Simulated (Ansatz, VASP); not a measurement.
AlHg: VASP beside Ansatz

```
Al Hg
1.0
     0.00000    3.06853    3.06853
     3.06853    0.00000    3.06853
     3.06853    3.06853    0.00000
Al Hg
1 1
Cartesian
  0.0000 0.0000 0.0000
  1.5343 1.5343 1.5343
```

Change from the starting cell: species swapped into the InAs type (F-43m, No. 216).

Alike in both runs: functional PBE; k mesh 16 × 16 × 16; occupations gaussian, width 0.1 eV; no spin polarisation.

Ansatz relaxed the structure, and its values are those at the end. VASP's run is a single point on that final structure, the one shown.

|  | VASP | Ansatz |
| --- | --- | --- |
| version | VASP 6.6.1 | Ansatz 0.2.0 |
| potentials or method | VASP PAW PBE potentials, release 64 (Al, Hg) | scalar-relativistic, plane waves, PAW |
| plane-wave cutoff (eV) | 520 | 420 |
| valence electrons in the cell | 15 | 23 |

|  | VASP | Ansatz | Ansatz less VASP |
| --- | --- | --- | --- |
| gap on the k mesh at the Fermi level (eV) | none | none | - |
| pressure (GPa) | 0.0 | 0.0 | -0.03 |

A gap of «none» marks a metal or a gap that the smearing closes. The two sets of potentials don't hold the same shells in valence.

Spin-orbit coupling is left out, which matters for the levels of Hg.
